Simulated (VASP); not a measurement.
A convergence study with VASP on TiN (rock salt): one setting is varied, all else stays as given below, so the limit is that of these other settings. Each run relaxes cell and ions from the cell shown.

```
CELL_PARAMETERS angstrom
      0.00000     2.12000     2.12000
      2.12000     0.00000     2.12000
      2.12000     2.12000     0.00000
ATOMIC_POSITIONS crystal
  Ti 0.00000 0.00000 0.00000
  N  0.50000 0.50000 0.50000
```

All values below come from LDA (Ceperley-Alder, Perdew-Zunger), VASP's LDA PAW potentials (set 64) (plane waves; VASP). The tightest run used: 700 eV cut-off, 20×20×20 Γ-centred mesh, first-order Methfessel-Paxton smearing of 0.10 eV, potentials Ti_sv N.

Q: The settings run are 2×2×2 mesh; 3×3×3 mesh; 4×4×4 mesh; 5×5×5 mesh; 6×6×6 mesh; 7×7×7 mesh; 8×8×8 mesh; 9×9×9 mesh; 10×10×10 mesh; 11×11×11 mesh; 12×12×12 mesh; 13×13×13 mesh; 14×14×14 mesh; 15×15×15 mesh; 16×16×16 mesh; 17×17×17 mesh; 18×18×18 mesh; 19×19×19 mesh; 20×20×20 mesh. From which on does the relaxed volume stay within 0.1 Å³/atom of the tightest run?

A: From 3×3×3 mesh on: it is off by 0.079 there and by no more than 0.1 in any finer run, while 2×2×2 mesh is off by 0.196.
```csv
setting,relaxed volume (Å³/atom),E (eV/atom),irreducible k-points,difference judged (Å³/atom)
2×2×2 mesh,9.297,-10.4987,3,0.196
3×3×3 mesh,9.179,-10.7520,4,0.079
4×4×4 mesh,9.124,-10.8148,8,0.023
5×5×5 mesh,9.108,-10.8325,10,0.007
6×6×6 mesh,9.099,-10.8432,16,0.002
7×7×7 mesh,9.102,-10.8371,20,0.001
8×8×8 mesh,9.108,-10.8305,29,0.007
9×9×9 mesh,9.101,-10.8410,35,0.000
10×10×10 mesh,9.100,-10.8392,47,0.000
11×11×11 mesh,9.105,-10.8335,56,0.004
12×12×12 mesh,9.102,-10.8387,72,0.001
13×13×13 mesh,9.100,-10.8390,84,0.000
14×14×14 mesh,9.102,-10.8368,104,0.001
15×15×15 mesh,9.101,-10.8383,120,0.001
16×16×16 mesh,9.102,-10.8379,145,0.001
17×17×17 mesh,9.101,-10.8385,165,0.000
18×18×18 mesh,9.101,-10.8381,195,0.001
19×19×19 mesh,9.102,-10.8382,220,0.001
20×20×20 mesh,9.101,-10.8391,256,0.000
```

VASP warned of too few bands at 3×3×3 mesh.

Left out are rungs that failed or repeat a setting and relaxations that didn't move; long series are thinned to 24 rows.

The compound is TiN in the rock salt structure. The electron count is odd and the run is not spin-polarised, which forces a metal.
